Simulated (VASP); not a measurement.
Wanted: the native input for a VASP 6.6.1 run.

```yaml
Task: relaxation of the atoms
Functional: PBE
Potentials_or_basis: VASP PAW PBE potentials, release 64 (Pt)
Cutoff: 520 eV
k_mesh: 14 × 10 × 1
Occupations: methfessel-paxton, width 0.1 eV
Spin: no spin polarisation
Dipole_correction: yes
Further_INCAR_settings: ALGO = Normal; EDIFF = 1e-06; IBRION = 2; EDIFFG = -0.02; NSW = 80
```

The structure of Pt lies in POSCAR:

```
Pt
1.0
    2.8050756300      0.0000000000      0.0000000000
    0.0000000000      3.9669760000      0.0000000000
    0.0000000000      0.0000000000     27.6228403400
Pt
10
Direct
    0.5000000000      0.5000000000      0.2715144400
    0.0000000000      0.0000000000      0.3222890100
    0.5000000000      0.5000000000      0.3730635800
    0.0000000000      0.0000000000      0.4238381500
    0.5000000000      0.5000000000      0.4746127200
    0.0000000000      0.0000000000      0.5253872800
    0.5000000000      0.5000000000      0.5761618500
    0.0000000000      0.0000000000      0.6269364200
    0.5000000000      0.5000000000      0.6777109900
    0.0000000000      0.0000000000      0.7284855600
```

The slab is cut from a database's or a generator's crystal, which needn't be the stable form of the element.

These files were run (other wordings do the same):

INCAR

```
SYSTEM = Pt
PREC = Accurate ; ENCUT = 520
EDIFF = 1E-6 ; ISMEAR = 1
SIGMA = 0.1 ; LREAL = .False.
LASPH = .True. ; NELM = 80
ALGO = Normal ; ISIF = 2
LWAVE = .False. ; LCHARG = .False.
LDIPOL = .True. ; IDIPOL = 3
DIPOL = 0.5 0.5 0.500 ; GGA = PE
IBRION = 2 ; NSW = 80
EDIFFG = -0.02 ; KPAR = 4
```

KPOINTS

```
Automatic mesh
0
Gamma
  14 10 1
  0 0 0
```

Potentials or basis: VASP PAW PBE potentials, release 64 (Pt).

Run with:

```console
$ cat potpaw_PBE.64/Pt/POTCAR > POTCAR
$ mpirun -np 4 vasp_std > vasp.out
```

Results of the run:

```json
{
  "Energy gained by relaxing": "21.0 meV/atom",
  "Ionic steps": "15",
  "Largest force after relaxing": "0.011 eV/Å",
  "Band gap on the k mesh": "none (metal or under the smearing width)"
}
```

It took 29 min on 4 MPI ranks on Intel(R) Xeon(R) 6975P-C (Granite Rapids), on a shared host, peak memory 0.85 GiB a rank.
